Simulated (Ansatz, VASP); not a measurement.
# Cross-check of Si2W between VASP and Ansatz, part 2 of 2

One calculation is typed for both programs; each brings its own data sets. How far apart do they land? The cell is taken from a series of runs on this material, whose earlier steps may have relaxed, scaled, displaced or heated it; both programs get it as it stands.

VASP 6.6.1 and Ansatz 0.2.0.

So far: Starting point; VASP: zone-centre phonons, PBEsol.

**3. Ansatz: zone-centre phonons, PBEsol**

Level of this step: Ansatz beside VASP: Kohn-Sham DFT, plane waves, PBEsol (Ansatz).

Ansatz runs on its PAW soft_1 files.

The same cell, functional, mesh and smearing now go to Ansatz, which takes its cutoff from its data sets.

Contents of input.yaml:

```yaml
crystal:
  lattice:
    - [-1.5542448292, 1.5542448292, 3.8171347084]
    - [1.5542448292, -1.5542448292, 3.8171347084]
    - [1.5542448292, 1.5542448292, -3.8171347084]
  atoms:
    - { symbol: Si, position: [0.333275186, 0.333275186, 0.0] }
    - { symbol: Si, position: [0.666724814, 0.666724814, 0.0] }
    - { symbol: W, position: [0.0, 0.0, 0.0] }
kpoints:
  mp_grid: { grid: [20, 20, 20] }
hamiltonian:
  xc: pbesol
  pseudopotentials: { kind: paw, azcp: { folder: soft_1 }, xc_functional: pbe }
scf:
  occupations: { method: methfessel_paxton, width: 0.2 }
output:
  eigenvalues: true
phonons:
  method: dfpt
```

The run is started by

```
$ ansatz run input.yaml --threads 4 --pin off --max-ram 10240MiB --backend cpu --events-out ev --progress --plain --runs-dir out
```

Numbers of over 12 decimals in the logs are rounded to 6 here.

What it wrote:

```text
zone centre: on kpoints.mp_grid the ground state, and the responses unless they are solved on pairs of k-points, stand on 1166 of the mesh's 8000 k-points, reduced under 4 symmetry operations, with k and −k counted as one. Each operation leaves every solved displacement unchanged or reverses it
Engine: ansatz 0.2.0, x86_64-unknown-linux-gnu
Pseudopotentials: kind: paw
Pseudopotential: Si, paw, valence charge 4, recommended cutoff 420 eV (normal), soft_1/Si.paw.azcp
Pseudopotential: W, paw, valence charge 14, recommended cutoff 420 eV (normal), soft_1/W.paw.azcp
Functional definition: PBEsol
  exchange = pbesol_x
  correlation = pbesol_c
Crystal: 3 atoms, lattice volume = 36.884 Å³
Basis set: ecut = 420 eV, 761 PW (Γ), exchange–correlation on 60×60×60 points (8 copies of the dense FFT grid, shifted against one another)
Bands: 15, of which v1, the nominal top of the filled ones, is band 11 counted from 1 (10 counted from 0)
Symmetry: 16 space group operations
k-points: 1166 of 8000 (irreducible under 4 space group operations, time reversal used)
Non-local potential: Si, projectors of the file, l = 0: 2, l = 1: 2, l = 2: 1
Non-local potential: W, projectors of the file, l = 0: 3, l = 1: 2, l = 2: 2, l = 3: 1
PAW form: soft (Blöchl's): semilocal exchange-correlation on the pseudo side does not see the compensation charge
PAW frozen core: Si, regenerated for the run's functional, and the local potential with it (the file was generated under x = pbe(κ = 0.804, μ = 0.219515), c = pbe(β = 0.066725))
PAW frozen core: W, regenerated for the run's functional, and the local potential with it (the file was generated under x = pbe(κ = 0.804, μ = 0.219515), c = pbe(β = 0.066725))
PAW one-centre angular grid: Si, 110 points (default); XC on 64 Gauss nodes
PAW one-centre angular grid: W, 590 points (default); XC on 64 Gauss nodes
Initial density: superposition of atomic densities (chi_scale 0.1, normalization cell, long waves kept (reshape's long-wave potential 0.00 eV rms))
Initial wavefunctions: pseudopotential atomic-orbital guess
Functional: x = pbesol(κ = 0.804, μ = 0.123457), c = pbesol(β = 0.046)
SCF iter   1: F=—  HF=-11501.997020 eV  |F-HF|=—  |Δ(HF+E_count)|=         —  Δρ=5.01e-2  dr2=8.08e-1  ethr=3.10e-3  ⟨swp⟩=5.6  Hψ=105328  notcnv=0
preconditioner: auto → Kerker (q_TF=auto, 2.503 Å⁻¹)  [metal: Δε(μ)=0.040 eV  Ē_g=8.908 eV  σ=0.200 eV  W_gap=0.17  n_scr=10 (ndim 8)  ℏωp=22.9 eV  f_vac=0.000  D(μ)=0.22/eV (n_scr^D=0)]
SCF iter   2: F=—  HF=-11501.776784 eV  |F-HF|=—  |Δ(HF+E_count)|=   2.20e-1  S|Δr|=    0.00e0  Δρ=2.78e-2  dr2=2.07e-1  ethr=3.10e-3  ⟨swp⟩=2.0  Hψ=30983  notcnv=0
SCF iter   3: F=—  HF=-11501.699095 eV  |F-HF|=—  |Δ(HF+E_count)|=   7.77e-2  S|Δr|=    0.00e0  Δρ=5.66e-3  dr2=9.30e-3  ethr=9.40e-4  ⟨swp⟩=2.9  Hψ=32626  notcnv=0
SCF iter   4: F=—  HF=-11501.695617 eV  |F-HF|=—  |Δ(HF+E_count)|=   3.48e-3  S|Δr|=    0.00e0  Δρ=4.77e-4  dr2=4.85e-5  ethr=4.23e-5  ⟨swp⟩=2.5  Hψ=25293  notcnv=0
SCF iter   5: F=—  HF=-11501.695602 eV  |F-HF|=—  |Δ(HF+E_count)|=   1.48e-5  S|Δr|=    0.00e0  Δρ=6.50e-5  dr2=1.52e-6  ethr=2.20e-7  ⟨swp⟩=2.2  Hψ=27387  notcnv=0
SCF iter   6: F=—  HF=-11501.695603 eV  |F-HF|=—  |Δ(HF+E_count)|=   8.61e-7  S|Δr|=    0.00e0  Δρ=1.10e-5  dr2=4.53e-8  ethr=6.92e-9  ⟨swp⟩=2.9  Hψ=30211  notcnv=0  defer=1
SCF iter   7: F=—  HF=-11501.695603 eV  |F-HF|=—  |Δ(HF+E_count)|=   8.59e-9  S|Δr|=    0.00e0  Δρ=1.34e-6  dr2=7.37e-10  ethr=2.06e-10  ⟨swp⟩=2.3  Hψ=25280  notcnv=0  defer=1
SCF iter   8: F=—  HF=-11501.695603 eV  |F-HF|=—  |Δ(HF+E_count)|=  1.44e-10  S|Δr|=    0.00e0  Δρ=1.92e-7  dr2=1.49e-11  ethr=3.35e-12  ⟨swp⟩=2.4  Hψ=24972  notcnv=0  defer=1
SCF iter   9: F=-11501.695603 eV  HF=-11501.695603 eV  |F-HF|=0.00e0  |Δ(HF+E_count)|=  9.09e-12  S|Δr|=    0.00e0  Δρ=1.94e-8  dr2=1.02e-13  ethr=1.00e-12  ⟨swp⟩=5.7  Hψ=79496  notcnv=0
the search or the solves at the SCF's close seem to have found levels that the self-consistency loop had missed (the run counts 1). By its estimate they hold under 1e-12 electrons; where the run keeps them, the occupations were computed again with them
SCF 1 converged in 9 iterations: F = -11501.695603 eV  dr2 = 1.02e-13
  greatest PAW one-centre occupation: 0.999 electrons in one spin orbital (limit 2), on the W atom at site 2 (counted from 0), in its partial waves of l = 0
DFPT response loops at Γ: preconditioner auto → Kerker (q_TF=auto, 2.503 Å⁻¹) (partly filled bands, converged f_vac=0.000); β = 1.00, the filter's whole step (`scf.mixing.beta` (0.50) is not read by the response loops under this deck's `scf.mixing.preconditioner`; to damp them name `kerker` or `kerker_dos`, under which they read `scf.mixing.beta`, and type it under 1.00, their step now; both keys bind the ground state too); Broyden in place of MSR1
SCF converged after 9 iterations
Stability not checked: this state was not tested for a lower state beside it, because cold or Methfessel-Paxton smearing, or corrected tetrahedra, fill the levels in a way that the test cannot read (fill_not_monotonic; see scf.lower_state_search)
Free energy (F): -11501.695603 eV
Harris-Foulkes:  -11501.695603 eV  (|F-HF|=0.00e0)
Internal energy: -11501.695848 eV  (E = F + TS)
E sigma→0 (E₀):  -11501.695664 eV
Entropy (-TS):   0.000245 eV (0.082 meV/atom)
Fermi energy:    18.374915 eV
--- Per-component energies (eV) ---
  E_band       = -47.838507
  E_kinetic    = 522.803674
  E_local      = -824.456534  (includes V_loc(G=0)·N_el)
  E_nonlocal   = 22.451382
  E_hartree    = 368.884156
  E_xc         = -386.397002
  E_vxc        = -338.056248  (∫ρ·V_xc dr)
  E_paw        = -9447.477786  (= ΣΔE_a)
  E_vpaw       = -168.349309  (= ΣTr[D̂ρ^β])
  E_aug_tail   = 0.000217  (compensation charges beyond the density's cutoff)
  E_ewald      = -1757.788933
  E_core_change = 0.284979  (= ΣΔE_core)
  E_smearing   = 0.000245  (= −TS)
  E_closure    = 0.000000  (closes the sum)
  Σ components = -11501.695603   (vs F -11501.695603, Δ=0.00e0)
--- Band table (eV; the first three rows and the last of 1166) ---
  k-point 0: bands = [... 7 lower, 14.6651, 15.2700, 15.2700, 19.1432, 20.8959, 21.7545, 21.8814, 21.8814]
  k-point 1: bands = [... 7 lower, 14.5918, 15.0155, 15.6901, 18.6773, 21.2175, 21.6208, 21.9483, 21.9981]
  k-point 2: bands = [... 7 lower, 14.4022, 14.6834, 16.2201, 17.6301, 21.4169, 21.9591, 22.1306, 22.2342]
  k-point 1165: bands = [... 7 lower, 15.4583, 17.5831, 17.5831, 17.8020, 17.8020, 19.3532, 23.1169, 24.3960]
--- Phonons (Γ-DFPT): 4 representative perturbations + reference, on 1166 of 8000 k-points (Σ response iterations 12) ---
  k mesh reduced under 4 symmetry operations, with k and −k counted as one. Each operation leaves every solved displacement unchanged or reverses it
  ASR residual: 8.882e-6 → 0.000e0 eV/Å²; symmetrization residual: 4.857e-7 eV/Å²
  ASR residual per site (eV/Å²): 6.55e-6 6.55e-6 8.88e-6
  Γ frequencies (cm⁻¹): 0.00 0.00 0.00 308.05 308.05 358.44 397.28 397.28 498.00
  non-analytic LO–TO correction: not included (Born effective charges unavailable; polar crystals: no LO–TO splitting at Γ)
```

The column dr2 measures how far the density is from self-consistency, as an energy; F and HF (Harris–Foulkes) agree once it is small.

**4. Side by side**

Known differences besides the potentials themselves: the data sets hold 22 valence electrons in Ansatz (on its PAW soft_1 files) and 14 in VASP; the cutoff is 420 eV in Ansatz and 600 eV in VASP; Ansatz makes its cores anew for this functional, VASP keeps those of its PBE data sets. Total energies have different zeros and are not compared.

The two programs side by side:

| quantity | Ansatz | VASP | difference |
| --- | --- | --- | --- |
| optical mode 1 to 2 (cm⁻¹) | 308.1 | 311.4 | -1.06 % |
| optical mode 3 (cm⁻¹) | 358.4 | 361.8 | -0.94 % |
| optical mode 4 to 5 (cm⁻¹) | 397.3 | 400.0 | -0.69 % |
| optical mode 6 (cm⁻¹) | 498.0 | 501.5 | -0.69 % |

Modes are paired by rising frequency, not by their patterns, so a pair may set unlike modes beside each other; they are those without the splitting of longitudinal modes.

**5. What came out**

```json
{
  "r.m.s. difference of the optical zone-centre modes, each program's sorted by frequency (zone-centre phonons, PBEsol)": "3.2 cm⁻¹",
  "difference in optical mode 1 to 2 (zone-centre phonons, PBEsol)": "-1.1 %"
}
```

The r.m.s. difference of the optical zone-centre modes, each program's sorted by frequency is 3.2 cm⁻¹ (zone-centre phonons, PBEsol). The data sets hold unlike numbers of valence electrons (22 in Ansatz and 14 in VASP), so part of the differences comes from the potentials. Among the rows given in per cent, the largest difference of the zone-centre phonons, PBEsol pair is in optical mode 1 to 2, -1.1 %. How closely two codes agree says nothing of how well the functional describes the real material.

[Lines on the potential files, build, host, timing and source positions are cut from VASP's logs without a mark.]

[Logs are printed without paths, hosts, clocks, repeated set-up lines and the standing remarks that a program may print on its own settings, such as how far it seeks lower states.]

[Hosts, paths, dates, database ids (printed as entryN), source tags and the programs' standing remarks are cut or masked in the printed files.]
